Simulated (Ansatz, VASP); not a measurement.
## Mn2ZnAs2 in VASP and in Ansatz

```
CELL_PARAMETERS angstrom
4.12567 0.00000 0.00000
-2.06284 3.57294 0.00000
0.00000 0.00000 6.61477
ATOMIC_POSITIONS crystal
Mn 0.33330 0.66670 0.36944
Mn 0.66670 0.33330 0.63056
As 0.33330 0.66670 0.76793
As 0.66670 0.33330 0.23207
Zn 0.00000 0.00000 0.00000
```

Alike in both runs: task single point; functional PBE; k mesh 5 × 5 × 3; occupations fermi-dirac, width 0.0768 eV; no spin polarisation.

|  | VASP | Ansatz |
| --- | --- | --- |
| version | VASP 6.6.1 | Ansatz 0.2.0 |
| potentials or method | VASP PAW PBE potentials, release 64 (Mn_pv, As, Zn) | PAW plane waves |
| plane-wave cutoff (eV) | 520 | 420 |
| valence electrons in the cell | 48 | 72 |

```tsv
	VASP	Ansatz	Ansatz less VASP
gap on the k mesh at the Fermi level (eV)	none	none	-
pressure (GPa)	-16.4	-16.5	-0.15
largest component of the traceless stress (GPa)	1.87	1.88	+0.007
rms of the force components (eV/Å)	0.794	0.799	+0.0049
```

Atom by atom the forces differ by 0.005 eV/Å (rms over components). A gap of «none» marks a metal or a gap that the smearing closes. The two sets of potentials don't hold the same shells in valence.

Caveats: so large a pressure means that the cell lies far from this level's equilibrium, or that cutoff or potentials fall short (VASP); forces of over 1 eV/Å show positions far from the minimum, so gaps and moduli don't describe the material at rest. Spin polarisation is off, so any magnetic state and its effect on volume and gap are missing.
